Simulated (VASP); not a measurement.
OSZICAR of a VASP run on Zn$_{2}$SeS (space group P-4m2):

**OSZICAR**
```
...
  16 F= -.14310046E+02 E0= -.14310046E+02  d E =-.395240E-16
       N       E                     dE             d eps       ncg     rms          rms(c)
DAV:   1    -0.143088821916E+02    0.11635E-02   -0.32682E+00  1496   0.118E+01    0.265E-01
DAV:   2    -0.143100493026E+02   -0.11671E-02   -0.11612E-02  1794   0.894E-01    0.104E-01
DAV:   3    -0.143100448045E+02    0.44982E-05   -0.13616E-04  1710   0.243E-01    0.529E-02
DAV:   4    -0.143100450988E+02   -0.29433E-06   -0.37679E-05  2046   0.163E-01    0.119E-02
DAV:   5    -0.143100454575E+02   -0.35867E-06   -0.69349E-06  1882   0.858E-02    0.601E-03
DAV:   6    -0.143100455506E+02   -0.93105E-07   -0.14463E-06  1656   0.934E-03    0.363E-03
DAV:   7    -0.143100455406E+02    0.99799E-08   -0.13512E-07  1090   0.663E-03
  17 F= -.14310046E+02 E0= -.14310046E+02  d E =-.391629E-16
       N       E                     dE             d eps       ncg     rms          rms(c)
DAV:   1    -0.143092448064E+02    0.80074E-03   -0.22632E+00  1200   0.106E+01    0.158E-01
DAV:   2    -0.143099227941E+02   -0.67799E-03   -0.76773E-03  1470   0.770E-01    0.798E-02
DAV:   3    -0.143099132411E+02    0.95530E-05   -0.19025E-04  1572   0.195E-01    0.392E-02
DAV:   4    -0.143099076136E+02    0.56275E-05   -0.31691E-05  1496   0.725E-02    0.126E-02
DAV:   5    -0.143099061944E+02    0.14192E-05   -0.48019E-06  1410   0.202E-02    0.294E-03
DAV:   6    -0.143099056743E+02    0.52007E-06   -0.56308E-07  1374   0.949E-03    0.154E-03
DAV:   7    -0.143099052993E+02    0.37504E-06   -0.10030E-07   780   0.787E-03    0.716E-04
DAV:   8    -0.143099051261E+02    0.17316E-06   -0.42335E-08   732   0.601E-03    0.437E-04
DAV:   9    -0.143099050864E+02    0.39709E-07   -0.18283E-08   702   0.299E-03
  18 F= -.14309905E+02 E0= -.14309905E+02  d E =-.123369E-14
       N       E                     dE             d eps       ncg     rms          rms(c)
DAV:   1    -0.143085115382E+02    0.13936E-02   -0.38101E+00  1188   0.135E+01    0.241E-01
DAV:   2    -0.143095896658E+02   -0.10781E-02   -0.14276E-02  1470   0.104E+00    0.114E-01
DAV:   3    -0.143095571055E+02    0.32560E-04   -0.48240E-04  1510   0.362E-01    0.528E-02
DAV:   4    -0.143095413227E+02    0.15783E-04   -0.84402E-05  1494   0.240E-01    0.222E-02
DAV:   5    -0.143095398897E+02    0.14330E-05   -0.28011E-05  1420   0.129E-01    0.694E-03
DAV:   6    -0.143095405582E+02   -0.66850E-06   -0.63134E-06  1388   0.355E-02    0.446E-03
DAV:   7    -0.143095407060E+02   -0.14779E-06   -0.10649E-06  1386   0.206E-02    0.187E-03
DAV:   8    -0.143095407327E+02   -0.26657E-07   -0.17801E-07   968   0.126E-02
  19 F= -.14309541E+02 E0= -.14309541E+02  d E =-.391389E-12
       N       E                     dE             d eps       ncg     rms          rms(c)
DAV:   1    -0.143084694382E+02    0.10713E-02   -0.13319E+00  1452   0.803E+00    0.198E-01
DAV:   2    -0.143098077628E+02   -0.13383E-02   -0.15321E-02  1806   0.860E-01    0.829E-02
DAV:   3    -0.143097732970E+02    0.34466E-04   -0.20493E-04  1598   0.130E-01    0.533E-02
DAV:   4    -0.143097571597E+02    0.16137E-04   -0.58014E-05  1788   0.979E-02    0.193E-02
DAV:   5    -0.143097574212E+02   -0.26144E-06   -0.14185E-05  1716   0.743E-02    0.780E-03
DAV:   6    -0.143097573628E+02    0.58413E-07   -0.26639E-06  1920   0.271E-02    0.441E-03
DAV:   7    -0.143097572710E+02    0.91806E-07   -0.59769E-07  1578   0.161E-02
  20 F= -.14309757E+02 E0= -.14309757E+02  d E =-.429442E-16
       N       E                     dE             d eps       ncg     rms          rms(c)
DAV:   1    -0.143079351953E+02    0.18222E-02   -0.54734E-01  1496   0.286E+00    0.243E-01
DAV:   2    -0.143098437032E+02   -0.19085E-02   -0.21402E-02  1740   0.835E-01    0.101E-01
DAV:   3    -0.143097744730E+02    0.69230E-04   -0.21583E-04  1566   0.102E-01    0.589E-02
DAV:   4    -0.143097566548E+02    0.17818E-04   -0.91698E-05  1722   0.591E-02    0.120E-02
DAV:   5    -0.143097572684E+02   -0.61363E-06   -0.12296E-05  1530   0.297E-02    0.446E-03
DAV:   6    -0.143097572931E+02   -0.24722E-07   -0.38288E-07  1656   0.108E-02
  21 F= -.14309757E+02 E0= -.14309757E+02  d E =-.427742E-16
       N       E                     dE             d eps       ncg     rms          rms(c)
DAV:   1    -0.143082997325E+02    0.14575E-02   -0.39707E-01  1228   0.279E+00    0.172E-01
DAV:   2    -0.143096883851E+02   -0.13887E-02   -0.15297E-02  1464   0.105E+00    0.832E-02
DAV:   3    -0.143096317429E+02    0.56642E-04   -0.22055E-04  1324   0.303E-01    0.545E-02
DAV:   4    -0.143095963394E+02    0.35403E-04   -0.62780E-05  1450   0.148E-01    0.112E-02
DAV:   5    -0.143095908784E+02    0.54610E-05   -0.12822E-05  1278   0.820E-02    0.553E-03
DAV:   6    -0.143095867935E+02    0.40849E-05   -0.31802E-06  1434   0.139E-02    0.221E-03
DAV:   7    -0.143095860307E+02    0.76284E-06   -0.39378E-07  1244   0.103E-02    0.555E-04
DAV:   8    -0.143095854667E+02    0.56397E-06   -0.61499E-08   726   0.362E-03    0.272E-04
DAV:   9    -0.143095852168E+02    0.24992E-06   -0.40224E-08   654   0.350E-03    0.337E-04
DAV:  10    -0.143095852067E+02    0.10067E-07   -0.16322E-08   630   0.398E-03
  22 F= -.14309585E+02 E0= -.14309585E+02  d E =-.873063E-11
       N       E                     dE             d eps       ncg     rms          rms(c)
DAV:   1    -0.143076649387E+02    0.19203E-02   -0.54373E-01  1252   0.288E+00    0.282E-01
DAV:   2    -0.143096891629E+02   -0.20242E-02   -0.23148E-02  1416   0.126E+00    0.132E-01
DAV:   3    -0.143095976066E+02    0.91556E-04   -0.45344E-04  1366   0.363E-01    0.816E-02
DAV:   4    -0.143095847608E+02    0.12846E-04   -0.11587E-04  1446   0.205E-01    0.167E-02
DAV:   5    -0.143095851047E+02   -0.34390E-06   -0.19405E-05  1332   0.116E-01    0.937E-03
DAV:   6    -0.143095852332E+02   -0.12852E-06   -0.35859E-06  1436   0.164E-02    0.272E-03
DAV:   7    -0.143095852054E+02    0.27777E-07   -0.20024E-07   876   0.100E-02
  23 F= -.14309585E+02 E0= -.14309585E+02  d E =-.871350E-11
       N       E                     dE             d eps       ncg     rms          rms(c)
DAV:   1    -0.143073572862E+02    0.22279E-02   -0.42679E-01  1458   0.306E+00    0.271E-01
DAV:   2    -0.143098972680E+02   -0.25400E-02   -0.27581E-02  1764   0.128E+00    0.101E-01
DAV:   3    -0.143098300419E+02    0.67226E-04   -0.45402E-04  1626   0.354E-01    0.775E-02
DAV:   4    -0.143097931412E+02    0.36901E-04   -0.18010E-04  2072   0.251E-01    0.254E-02
DAV:   5    -0.143097956053E+02   -0.24641E-05   -0.44122E-05  1764   0.180E-01    0.139E-02
DAV:   6    -0.143097960218E+02   -0.41650E-06   -0.52642E-06  1728   0.205E-02    0.951E-03
DAV:   7    -0.143097954698E+02    0.55193E-06   -0.39706E-06  2086   0.413E-02    0.287E-03
DAV:   8    -0.143097954837E+02   -0.13864E-07   -0.53767E-07  1552   0.130E-02
  24 F= -.14309795E+02 E0= -.14309795E+02  d E =-.411700E-16
       N       E                     dE             d eps       ncg     rms          rms(c)
DAV:   1    -0.143067152928E+02    0.30802E-02   -0.63797E-01  1464   0.329E+00    0.370E-01
DAV:   2    -0.143099419523E+02   -0.32267E-02   -0.35031E-02  1698   0.124E+00    0.132E-01
DAV:   3    -0.143098422719E+02    0.99680E-04   -0.55948E-04  1644   0.162E-01    0.871E-02
DAV:   4    -0.143097964132E+02    0.45859E-04   -0.33867E-04  1834   0.109E-01    0.234E-02
DAV:   5    -0.143097971702E+02   -0.75702E-06   -0.64669E-05  1566   0.641E-02    0.162E-02
DAV:   6    -0.143097954380E+02    0.17323E-05   -0.57997E-06  1734   0.167E-02    0.854E-03
DAV:   7    -0.143097954625E+02   -0.24562E-07   -0.17040E-06  1622   0.121E-02    0.254E-03
DAV:   8    -0.143097954788E+02   -0.16209E-07   -0.77187E-08   900   0.563E-03
  25 F= -.14309795E+02 E0= -.14309795E+02  d E =-.410949E-16
       N       E                     dE             d eps       ncg     rms          rms(c)
DAV:   1    -0.143075242136E+02    0.22712E-02   -0.47031E-01  1188   0.314E+00    0.241E-01
DAV:   2    -0.143098360800E+02   -0.23119E-02   -0.24855E-02  1428   0.125E+00    0.107E-01
DAV:   3    -0.143097811803E+02    0.54900E-04   -0.41536E-04  1300   0.299E-01    0.790E-02
DAV:   4    -0.143097035245E+02    0.77656E-04   -0.16860E-04  1554   0.158E-01    0.170E-02
DAV:   5    -0.143096974737E+02    0.60507E-05   -0.35250E-05  1334   0.125E-01    0.109E-02
DAV:   6    -0.143096890519E+02    0.84218E-05   -0.68603E-06  1462   0.212E-02    0.671E-03
DAV:   7    -0.143096873278E+02    0.17241E-05   -0.24658E-06  1592   0.395E-02    0.189E-03
DAV:   8    -0.143096862721E+02    0.10556E-05   -0.23872E-07   906   0.143E-02    0.578E-04
DAV:   9    -0.143096852932E+02    0.97890E-06   -0.18507E-07   890   0.345E-03    0.857E-04
DAV:  10    -0.143096851939E+02    0.99357E-07   -0.52633E-08   666   0.302E-03
  26 F= -.14309685E+02 E0= -.14309685E+02  d E =-.172669E-10
       N       E                     dE             d eps       ncg     rms          rms(c)
DAV:   1    -0.143064960923E+02    0.31892E-02   -0.65331E-01  1224   0.312E+00    0.385E-01
DAV:   2    -0.143098196780E+02   -0.33236E-02   -0.35965E-02  1374   0.132E+00    0.164E-01
DAV:   3    -0.143097256603E+02    0.94018E-04   -0.56888E-04  1428   0.330E-01    0.117E-01
DAV:   4    -0.143096860737E+02    0.39587E-04   -0.34467E-04  1440   0.155E-01    0.254E-02
DAV:   5    -0.143096855225E+02    0.55119E-06   -0.72604E-05  1260   0.161E-01    0.180E-02
DAV:   6    -0.143096852156E+02    0.30694E-06   -0.74900E-06  1634   0.375E-02    0.958E-03
DAV:   7    -0.143096851609E+02    0.54655E-07   -0.59832E-07  1304   0.877E-03
  27 F= -.14309685E+02 E0= -.14309685E+02  d E =-.172987E-10
```

**Question.** Which electronic solver shows in the log?

**Answer.** It is blocked Davidson (ALGO = Normal, or the opening steps of other solvers). The INCAR had ALGO = Normal.

**Question.** Can the final energy be trusted as converged?

**Answer.** Self-consistency was reached. It stopped with EDIFF = 1E-7, NELM = 100 (PBEsol GGA, plane waves, VASP's PBE PAW potentials (set 64)).

The structure comes from a computed database's Zn2SeS entry (P-4m2); how it stands against other phases isn't given here. It was relaxed first.
